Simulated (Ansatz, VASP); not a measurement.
Cu2B in VASP and in Ansatz

```
CELL_PARAMETERS angstrom
0.00000 3.28347 3.28347
3.28347 0.00000 3.28347
3.28347 3.28347 0.00000
ATOMIC_POSITIONS crystal
Cu 0.12500 0.12500 0.12500
Cu 0.62500 0.12500 0.12500
Cu 0.12500 0.12500 0.62500
Cu 0.12500 0.62500 0.12500
B 0.50000 0.50000 0.50000
B 0.75000 0.75000 0.75000
```

The cell was built by a generator and needn't be a form met in nature.

Alike in both runs: task single point; functional PBEsol; k mesh 5 × 5 × 5; occupations fermi-dirac, width 0.05 eV; no spin polarisation; Hubbard terms Cu d U = 5 eV.

|  | VASP | Ansatz |
| --- | --- | --- |
| version | VASP 6.6.1 | Ansatz 0.2.0 |
| potentials or method | VASP PAW PBE potentials, release 64 (Cu, B) | Ansatz PAW |
| plane-wave cutoff (eV) | 520 | 420 |
| valence electrons in the cell | 50 | 82 |

VASP gave:

| Item | Value |
| --- | --- |
| gap on the k mesh at the Fermi level (eV) | none |
| pressure (GPa) | -9.6 |

Problem. Which values does Ansatz return?

Solution. gap on the k mesh at the Fermi level (eV): none; pressure (GPa): -4.5.

The programs project onto different local orbitals, so the same U acts differently. A gap of «none» marks a metal or a gap that the smearing closes. The two sets of potentials don't hold the same shells in valence.

Caveats: U without spin polarisation on a metal has little footing; the U is typed as a test and isn't derived for this compound; the PAW data sets were made with another functional, which shifts forces and pressure a little (VASP); the PAW data sets come from PBE, with cores solved anew for the run's functional, which leaves a small shift of forces and pressure (Ansatz).
